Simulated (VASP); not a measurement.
Energy against volume of BN (zinc blende). All values below come from SCAN meta-GGA, VASP's PBE PAW potentials (set 64) (plane waves; VASP 6.6.1). Run with 520 eV cut-off, 12×12×12 Γ-centred mesh, Gaussian smearing of 0.050 eV, potentials B N.

```tsv
V (Å³/atom)	E (eV/atom)
5.511	-9.74176
5.687	-9.76412
5.863	-9.77149
6.039	-9.76583
```

Question: Fit these four points and predict the energy of the run at 6.215 Å³/atom.

Answer: A cubic in V^(−2/3), the third-order Birch-Murnaghan form, passes through the four points with V0 = 5.87 Å³/atom and B0 = 393 GPa, and gives -9.7489 eV/atom there. The run gave -9.7488 eV/atom, +0.1 meV/atom from the fit; all five points give B0 = 394 GPa.

The compound is BN in the zinc blende structure. It was relaxed first.
